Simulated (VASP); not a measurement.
Ta:

```xyz
1
Lattice="-1.6513 1.6513 1.6513 1.6513 -1.6513 1.6513 1.6513 1.6513 -1.6513" Properties=species:S:1:pos:R:3 pbc="T T T"
Ta    0.0000    0.0000    0.0000
```

```yaml
Program: VASP 6.6.1
Task: relaxation of cell and atoms
Functional: PBE
Dispersion: D3(BJ)
Potentials_or_basis: VASP PAW PBE potentials, release 64 (Ta_pv)
Cutoff: 600 eV
k_mesh: 16 × 16 × 16
Occupations: methfessel-paxton, width 0.1 eV
Spin: no spin polarisation
```

At the start: pressure -2.7 GPa; volume 18.01 Å³/atom.

Q: Where does the relaxation end?

A: Over 3 steps the energy falls by 2.1 meV/atom and the volume is 17.77 Å³/atom (-1.3 %); space group Im-3m (No. 229, to 0.05 Å).

The path:
| step | energy change (eV) | largest force (eV/Å) | pressure (GPa) | volume (Å³) |
| --- | --- | --- | --- | --- |
| 1 | 0.0000 | 0.0000 | -2.70 | 18.01 |
| 2 | 0.0086 | 0.0000 | 6.55 | 17.23 |
| 3 | -0.0021 | 0.0000 | -0.01 | 17.77 |

Final structure:
```cif
data_structure
_symmetry_space_group_name_H-M 'P 1'
_symmetry_Int_Tables_number 1
_cell_length_a 2.8472
_cell_length_b 2.8472
_cell_length_c 2.8472
_cell_angle_alpha 109.471
_cell_angle_beta 109.471
_cell_angle_gamma 109.471
_cell_volume 17.77
loop_
_atom_site_label
_atom_site_type_symbol
_atom_site_fract_x
_atom_site_fract_y
_atom_site_fract_z
_atom_site_occupancy
Ta1 Ta 0.00000 0.00000 0.00000 1
```

Caveat: pairwise dispersion overbinds metals, which lowers pressure and volume.
